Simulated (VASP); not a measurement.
OSZICAR of a VASP run on SrVO₃ (cubic perovskite):

### OSZICAR
```
       N       E                     dE             d eps       ncg     rms          rms(c)
DAV:   1     0.473328431728E+03    0.47333E+03   -0.24216E+04  1680   0.180E+03
DAV:   2    -0.228665787836E+02   -0.49620E+03   -0.49237E+03  2216   0.497E+02
DAV:   3    -0.487060054290E+02   -0.25839E+02   -0.25781E+02  1720   0.127E+02
DAV:   4    -0.495791793305E+02   -0.87317E+00   -0.87133E+00  3008   0.199E+01
DAV:   5    -0.495840234852E+02   -0.48442E-02   -0.48431E-02  1968   0.144E+00    0.411E+01
DAV:   6    -0.406699412716E+02    0.89141E+01   -0.93173E+01  2304   0.754E+01    0.188E+01
DAV:   7    -0.398099525382E+02    0.85999E+00   -0.28576E+01  1952   0.487E+01    0.183E+01
DAV:   8    -0.391880459029E+02    0.62191E+00   -0.33525E+00  1872   0.171E+01    0.364E+00
DAV:   9    -0.392124313217E+02   -0.24385E-01   -0.22838E-01  2296   0.319E+00    0.162E+00
DAV:  10    -0.392024432003E+02    0.99881E-02   -0.16742E-01  1856   0.397E+00    0.612E-01
DAV:  11    -0.391988799939E+02    0.35632E-02   -0.27500E-02  1816   0.148E+00    0.193E-01
DAV:  12    -0.391988488903E+02    0.31104E-04   -0.17134E-03  2120   0.379E-01    0.900E-02
DAV:  13    -0.391988298995E+02    0.18991E-04   -0.21068E-04  1944   0.120E-01    0.115E-02
DAV:  14    -0.391988315924E+02   -0.16930E-05   -0.29069E-05  2128   0.357E-02    0.112E-02
DAV:  15    -0.391988313166E+02    0.27586E-06   -0.54857E-06  2040   0.206E-02    0.896E-03
DAV:  16    -0.391988311720E+02    0.14461E-06   -0.13915E-06  1808   0.108E-02    0.247E-03
DAV:  17    -0.391988311281E+02    0.43839E-07   -0.79029E-08   920   0.223E-03
   1 F= -.40146051E+02 E0= -.40145298E+02  d E =-.226055E-02
```

**Question.** Which electronic solver shows in the log?

**Answer.** It is blocked Davidson (ALGO = Normal, or the opening steps of other solvers). The INCAR had ALGO = Normal.

**Question.** How was spin treated?

**Answer.** Without spin polarisation: there is no mag entry.

**Question.** Can the final energy be trusted as converged?

**Answer.** Self-consistency was reached. It stopped with EDIFF = 1E-7, NELM = 100 (PBE GGA with D3 dispersion (zero damping), plane waves, VASP's PBE PAW potentials (set 64)).

The compound is SrVO3 in the cubic perovskite structure. This cell is one point of a volume scan, at 0.97 of the reference volume. The run is not spin-polarised, so no magnetic state was tried. The electron count is odd and the run is not spin-polarised, which forces a metal.
